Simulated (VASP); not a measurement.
# HfRh3: Rh into a neighbouring Rh vacancy, part 4 of 4

How hard is this move in HfRh3: Rh into a neighbouring Rh vacancy? Both ends are relaxed first, then a band of images between them. The start is a cell from a database of measured crystal structures.

VASP 6.6.1; PBEsol; plane waves and PAW (Hf, Rh).

So far. Step 3 (Relax the start): The run ended after 14 ionic steps, 0.134 eV below its first step, once the forces on the free atoms met EDIFFG = -0.05. Step 4 (Relax the end): The run ended after 10 ionic steps, 0.139 eV below its first step, once the forces on the free atoms met EDIFFG = -0.05.

### Step 5. Nudged elastic band

Images on a straight line between the ends relax across the path, while springs keep them spaced along it.

INCAR

```
SYSTEM = Hf4Rh11
PREC = Normal
ENCUT = 280
EDIFF = 1E-05
NELM = 120
ISMEAR = 1
SIGMA = 0.15
LREAL = Auto
ALGO = Fast
GGA = PS
NBANDS = 72
LWAVE = .FALSE.
LCHARG = .FALSE.
IMAGES = 3
SPRING = -5
IBRION = 1
POTIM = 0.3
NSW = 60
EDIFFG = -0.05
ISYM = 0
ISIF = 0
```

POSCAR

```
Hf4Rh11
1.0
   -3.8800429746      3.8800429746      3.8800429746
    3.8800429746     -3.8800429746      3.8800429746
    3.8800429746      3.8800429746     -3.8800429746
Hf Rh
4 11
Direct
    0.0064693224      0.0066452664      0.0124850299
    0.4931255436      0.4932623235      0.9854482918
    0.4930362216      0.0070922249      0.4991904576
    0.0066563645      0.4932235838      0.4993852867
    0.7497887278      0.7500155742      0.4995486927
    0.7499845292      0.2499961413      0.9998751989
    0.2499504055      0.7498827548      0.9997659259
    0.2564486941      0.5033772123      0.2526676465
    0.7500858857      0.9969264616      0.2525187693
    0.7495065434      0.5027181851      0.7456769052
    0.2434572773      0.9966873100      0.7456688332
    0.5027747012      0.2565313585      0.2522025321
    0.9966526741      0.7501196428      0.2524266670
    0.9966830550      0.2434186139      0.7458268468
    0.5026267217      0.7495803431      0.7455708807
```

KPOINTS

```
Automatic mesh
0
Gamma
3 3 3
0 0 0
```

00/POSCAR

```
Hf4Rh11
1.0
   -3.8800429746      3.8800429746      3.8800429746
    3.8800429746     -3.8800429746      3.8800429746
    3.8800429746      3.8800429746     -3.8800429746
Hf Rh
4 11
Direct
    0.0064693224      0.0066452664      0.0124850299
    0.4931255436      0.4932623235      0.9854482918
    0.4930362216      0.0070922249      0.4991904576
    0.0066563645      0.4932235838      0.4993852867
    0.7497887278      0.7500155742      0.4995486927
    0.7499845292      0.2499961413      0.9998751989
    0.2499504055      0.7498827548      0.9997659259
    0.2564486941      0.5033772123      0.2526676465
    0.7500858857      0.9969264616      0.2525187693
    0.7495065434      0.5027181851      0.7456769052
    0.2434572773      0.9966873100      0.7456688332
    0.5027747012      0.2565313585      0.2522025321
    0.9966526741      0.7501196428      0.2524266670
    0.9966830550      0.2434186139      0.7458268468
    0.5026267217      0.7495803431      0.7455708807
```

01/POSCAR

```
Hf4Rh11
1.0
   -3.8800429746      3.8800429746      3.8800429746
    3.8800429746     -3.8800429746      3.8800429746
    3.8800429746      3.8800429746     -3.8800429746
Hf Rh
4 11
Direct
    0.0062094684      0.0078996310      0.0109401070
    0.4930529150      0.4947443706      0.9908084026
    0.4931571699      0.0020365793      0.4979734590
    0.0063493598      0.4946253663      0.4981518422
    0.7496088651      0.7490415812      0.5004802910
    0.7499284201      0.2505710818      0.9993997177
    0.2482494202      0.7489508788      0.9992202680
    0.2560496436      0.4406546948      0.3151612857
    0.7498985664      0.9974974433      0.2518648278
    0.7494835175      0.5018853147      0.7468734223
    0.2449537254      0.9974494152      0.7468267750
    0.5026416476      0.2556147800      0.2533255993
    0.9967522284      0.7491113479      0.2505726407
    0.9965841650      0.2456678827      0.7470409250
    0.5024054035      0.7487263095      0.7466442612
```

02/POSCAR

```
Hf4Rh11
1.0
   -3.8800429746      3.8800429746      3.8800429746
    3.8800429746     -3.8800429746      3.8800429746
    3.8800429746      3.8800429746     -3.8800429746
Hf Rh
4 11
Direct
    0.0059496144      0.0091539957      0.0093951841
    0.4929802863      0.4962264176      0.9961685135
    0.4932781182     -0.0030190663      0.4967564604
    0.0060423551      0.4960271488      0.4969183978
    0.7494290024      0.7480675881      0.5014118892
    0.7498723110      0.2511460222      0.9989242366
    0.2465484350      0.7480190029      0.9986746102
    0.2556505930      0.3779321774      0.3776549248
    0.7497112470      0.9980684250      0.2512108863
    0.7494604917      0.5010524443      0.7480699394
    0.2464501734      0.9982115204      0.7479847169
    0.5025085940      0.2546982016      0.2544486665
    0.9968517828      0.7481030530      0.2487186144
    0.9964852750      0.2479171514      0.7482550033
    0.5021840853      0.7478722760      0.7477176416
```

03/POSCAR

```
Hf4Rh11
1.0
   -3.8800429746      3.8800429746      3.8800429746
    3.8800429746     -3.8800429746      3.8800429746
    3.8800429746      3.8800429746     -3.8800429746
Hf Rh
4 11
Direct
    0.0056897604      0.0104083604      0.0078502612
    0.4929076576      0.4977084646      1.0015286244
    0.4933990664     -0.0080747118      0.4955394619
    0.0057353504      0.4974289312      0.4956849533
    0.7492491396      0.7470935951      0.5023434874
    0.7498162018      0.2517209627      0.9984487554
    0.2448474498      0.7470871270      0.9981289524
    0.2552515425      0.3152096600      0.4401485640
    0.7495239277      0.9986394067      0.2505569448
    0.7494374658      0.5002195739      0.7492664564
    0.2479466215      0.9989736256      0.7491426588
    0.5023755404      0.2537816231      0.2555717337
    0.9969513371      0.7470947582      0.2468645880
    0.9963863851      0.2501664202      0.7494690816
    0.5019627672      0.7470182424      0.7487910221
```

04/POSCAR

```
Hf4Rh11
1.0
   -3.8800429746      3.8800429746      3.8800429746
    3.8800429746     -3.8800429746      3.8800429746
    3.8800429746      3.8800429746     -3.8800429746
Hf Rh
4 11
Direct
    0.0054299064      0.0116627250      0.0063053383
    0.4928350290      0.4991905117      1.0068887352
    0.4935200147     -0.0131303574      0.4943224633
    0.0054283457      0.4988307137      0.4944515088
    0.7490692769      0.7461196020      0.5032750857
    0.7497600927      0.2522959032      0.9979732742
    0.2431464645      0.7461552510      0.9975832945
    0.2548524920      0.2524871425      0.5026422032
    0.7493366083      0.9992103884      0.2499030033
    0.7494144399      0.4993867035      0.7504629735
    0.2494430696      0.9997357308      0.7503006006
    0.5022424868      0.2528650446      0.2566948009
    0.9970508914      0.7460864633      0.2450105617
    0.9962874951      0.2524156890      0.7506831598
    0.5017414490      0.7461642088      0.7498644026
```

PAW data sets: Hf and Rh (PBE family, release 64).

Command:

```console
> mpirun -np 3 vasp_std
```

What it wrote:

```text
[banner, memory and clock lines left out]
running    3 mpi-ranks, on    1 nodes
 each image running on    1 cores
[...]
01/POSCAR found :  2 types and      15 ions
 [... a notice as in an earlier step ...]

 LDA part: xc-table for (Slater+PW92), standard interpolation
[...]
00/POSCAR found :  2 types and      15 ions
[...]
04/POSCAR found :  2 types and      15 ions
 POSCAR, INCAR and KPOINTS ok, starting setup
[...]
entering main loop
       N       E                     dE             d eps       ncg     rms          rms(c)
DAV:   1     0.399124052213E+03    0.39912E+03   -0.36242E+04  2016   0.896E+02
DAV:   2    -0.117408547223E+03   -0.51653E+03   -0.48615E+03  2136   0.240E+02
DAV:   3    -0.146649604921E+03   -0.29241E+02   -0.28011E+02  2600   0.501E+01
DAV:   4    -0.147377557461E+03   -0.72795E+00   -0.72284E+00  2456   0.832E+00
[...]
RMM:  15    -0.140190058898E+03    0.66240E-04   -0.94678E-04  2124   0.855E-02    0.593E-02
RMM:  16    -0.140190086438E+03   -0.27540E-04   -0.36304E-04  2477   0.421E-02    0.455E-02
RMM:  17    -0.140190085681E+03    0.75705E-06   -0.61302E-05  1928   0.241E-02
   1 F= -.14019009E+03 E0= -.14018938E+03  d E =-.140190E+03
[... from here on, the cycles between the ionic steps are left out ...]
   2 F= -.14044402E+03 E0= -.14044238E+03  d E =-.253936E+00
   6 F= -.14076301E+03 E0= -.14076492E+03  d E =-.153850E-01
  11 F= -.14080100E+03 E0= -.14080351E+03  d E =-.525404E-02
  16 F= -.14083891E+03 E0= -.14084122E+03  d E =-.113999E-01
  21 F= -.14087088E+03 E0= -.14087307E+03  d E =-.342417E-02
  26 F= -.14086770E+03 E0= -.14086988E+03  d E =0.335205E-02
  31 F= -.14093846E+03 E0= -.14093982E+03  d E =-.259726E-01
  36 F= -.14094546E+03 E0= -.14094677E+03  d E =-.719305E-02
  41 F= -.14096616E+03 E0= -.14096715E+03  d E =0.931865E-03
  46 F= -.14100489E+03 E0= -.14100520E+03  d E =-.902310E-02
  51 F= -.14106620E+03 E0= -.14106518E+03  d E =-.192278E-02
  56 F= -.14107896E+03 E0= -.14107760E+03  d E =-.464991E-02
  59 F= -.14109444E+03 E0= -.14109261E+03  d E =-.284220E-02
  60 F= -.14109447E+03 E0= -.14109263E+03  d E =-.255937E-04
 BRION: g(F)=  0.455E-02 g(S)=  0.000E+00 retain N=  9 mean eig= 1.38
 eig:   3.354  3.354  1.424  1.424  0.924  0.903  0.049  0.499  0.499
```

The job ended after 32 min (3 MPI ranks of AMD EPYC 7R43, shared host; peak memory 0.5 GiB).

OUTCAR, selected parts (step 5):

```text
  tangential force (eV/A)        -1.028330
  left and right image   1.451007  1.452874 A

  tangential force (eV/A)        -1.024039
  left and right image   1.459308  1.461454 A

 k-point     1 :       0.0000    0.0000    0.0000
  band No.  band energies     occupation
    ...
     54       8.2309      2.00000
     55       8.2982      2.00000
     56       8.4779      2.00000
     57       8.5432      2.00000
     58       8.7829      2.00475
     59       9.4225     -0.01977
     60       9.5173     -0.00173
     61       9.7527     -0.00000
     62      10.2581     -0.00000
     63      11.3348     -0.00000
    ...

 POSITION                                       TOTAL-FORCE (eV/Angst)
 -----------------------------------------------------------------------------------
     -0.03855      0.27044     -0.25948         0.119654      0.096361     -0.031438
      3.86247      4.05225     -0.26150        -0.042586      0.061011      0.011499
      0.02818      4.05169     -0.26155         0.041799      0.058354      0.014744
      3.92958      0.26957     -0.25963        -0.122543      0.098127     -0.033260
      1.94458      2.12909      3.62538         0.007477      0.127674      0.037538
      1.94451      6.07445     -0.15374         0.005603     -0.020387     -0.171169
      5.82354      2.21687     -0.29687        -0.004844      0.003899      0.016288
      1.94633      0.52118      1.49592        -0.004521     -0.735426      0.576739
      1.94463      0.29396      5.59703         0.008503     -0.050608     -0.148198
      1.94575      4.01477      1.65698         0.005674      0.123239      0.042789
      5.82599      0.18079      1.70060        -0.012211      0.096310     -0.089716
     -0.08448      2.18434      1.75945         0.205473      0.007539     -0.074402
      0.01768      2.17685      5.55474         0.014149      0.058903     -0.038054
     -0.00878      6.05663      1.67449        -0.016313      0.059787     -0.045568
      3.97583      2.18389      1.75991        -0.205316      0.015217     -0.067792
 -----------------------------------------------------------------------------------
    total drift:                               -0.026884     -0.008966      0.015158

  FREE ENERGIE OF THE ION-ELECTRON SYSTEM (eV)
  ---------------------------------------------------
  free  energy   TOTEN  =      -141.0944668271 eV

  energy  without entropy=     -141.0889610721  energy(sigma->0) =     -141.09263158

  tangential force (eV/A)        -1.025910
  left and right image   1.459380  1.461530 A

[... 5 parts as in an earlier step ...]

[... 10 further parts left out ...]
[key lines of the parts left out:]
E-fermi :   9.1327
```

CONTCAR:

```
Hf4Rh11
   1.00000000000000
    -3.8800429745999998    3.8800429745999998    3.8800429745999998
     3.8800429745999998   -3.8800429745999998    3.8800429745999998
     3.8800429745999998    3.8800429745999998   -3.8800429745999998
  Hf              Rh
     4    11
Direct
     0.0014125048424309   -0.0384050226944758    0.0298826583712275
     0.4884927369036906    0.4640373258181593    1.0199264022068839
     0.4884147094007081   -0.0300729097413008    0.5257502333608646
     0.0012811621281487    0.4729266581796709    0.5411225552301525
     0.7415468987825797    0.7177697963612135    0.5249507043704043
     0.7629690290793445    0.2307670848121361    1.0333595961458277
     0.2474203087044419    0.7121912370526884    1.0361236706843344
     0.2599318458488789    0.4435840700143999    0.3179746983958604
     0.7591388826905562    0.9718520853780888    0.2884745081133031
     0.7308870340464768    0.4642639969059570    0.7680997675500836
     0.2424439350018582    0.9699103433274735    0.7740608527008005
     0.5082150390846136    0.2158442981067287    0.2705980541975899
     0.9963279021460584    0.7180877173189634    0.2827970038762463
     0.9962674238199561    0.2146509706888763    0.7793527453089252
     0.5082161638500021    0.7391336445143416    0.7937694661237301
```

The band used up its steps before its forces met the threshold, so no barrier is taken from it.

### Step 6. Summary of results

```
result : none
```

**Reading.** The session ends without its result: «nudged elastic band» used up its steps.

[Lines on the potential files, build, host, timing and source positions are cut from VASP's logs without a mark.]

[Logs are printed without paths, hosts, clocks, repeated set-up lines and the standing remarks that a program may print on its own settings, such as how far it seeks lower states.]

[Hosts, paths, dates, database ids (printed as entryN), source tags and the programs' standing remarks are cut or masked in the printed files.]

[Runs that stopped without an error message from VASP are left out.]
